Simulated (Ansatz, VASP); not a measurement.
**One calculation of RuSe, two programs**

POSCAR

```
RuSe
1.0
    3.1876923100      0.0000000000      0.0000000000
    0.0000000000      3.1876923100      0.0000000000
    0.0000000000      0.0000000000      3.1876923100
Ru Se
1 1
Direct
    0.0000000000      0.0000000000      0.0000000000
    0.5000000000      0.5000000000      0.5000000000
```

File INCAR.step1:

```
SYSTEM = RuSe
  PREC = Accurate
  ENCUT = 520
  EDIFF = 1E-5
  ISMEAR = -1
  SIGMA = 0.05
  LREAL = .FALSE.
  LASPH = .TRUE.
  NELM = 60
  ALGO = Normal
  ISIF = 2
  LWAVE = .TRUE.
  NBANDS = 17
  GGA = PE
```

INCAR.step2

```
SYSTEM = RuSe
  PREC = Accurate
  ENCUT = 520
  EDIFF = 1E-7
  ISMEAR = -1
  SIGMA = 0.05
  LREAL = .FALSE.
  LASPH = .TRUE.
  NELM = 60
  ALGO = Normal
  ISIF = 2
  LWAVE = .FALSE.
  LCHARG = .FALSE.
  GGA = PE
  LHFCALC = .TRUE.
  HFSCREEN = 0.3
  AEXX = 0.25
  PRECFOCK = Fast
  NBANDS = 17
  ISTART = 1
```

The input KPOINTS:

```
Automatic mesh
0
G
  4 4 4
  0 0 0
```

File input.yaml:

```yaml
crystal:
  lattice:
    - [3.18769231, 0.0, 0.0]
    - [0.0, 3.18769231, 0.0]
    - [0.0, 0.0, 3.18769231]
  atoms:
    - { symbol: Ru, position: [0.0, 0.0, 0.0] }
    - { symbol: Se, position: [0.5, 0.5, 0.5] }
hamiltonian:
  xc: { exchange: pbe, correlation: pbe, exx: { coeff: 0.25, omega: 0.3 } }
  pseudopotentials: { kind: paw }
kpoints:
  mp_grid: { grid: [4, 4, 4] }
scf:
  occupations: { method: fermi_dirac, width: 0.05 }
output:
  forces: true
  stress: true
  eigenvalues: true
```

The cell comes from a database or a generator and needn't be the stable form of this composition.

Alike in both runs: task single point; functional HSE(alpha, omega); k mesh 4 × 4 × 4; occupations fermi-dirac, width 0.05 eV; no spin polarisation.

|  | VASP | Ansatz |
| --- | --- | --- |
| version | VASP 6.6.1 | Ansatz 0.2.0 |
| potentials or method | VASP PAW PBE potentials, release 64 (Ru_pv, Se) | Ansatz PAW |
| plane-wave cutoff (eV) | 520 | 420 |
| valence electrons in the cell | 20 | 32 |

|  | VASP | Ansatz | Ansatz less VASP |
| --- | --- | --- | --- |
| gap on the k mesh at the Fermi level (eV) | none | none | - |
| pressure (GPa) | -16.9 | -16.9 | +0.07 |

A gap of «none» marks a metal or a gap that the smearing closes. The functional is the same, so the differences come from potentials, cutoffs and numerics. The two sets of potentials don't hold the same shells in valence.

Caveats: the k mesh is coarse (spacing up to 0.49 Å⁻¹), so the values aren't converged, least of all with exact exchange; the PAW data sets were made with another functional, which shifts forces and pressure a little (VASP); the PAW data sets come from PBE, with cores solved anew for the run's functional, which leaves a small shift of forces and pressure (Ansatz); the thresholds are loose for stress (Ansatz).
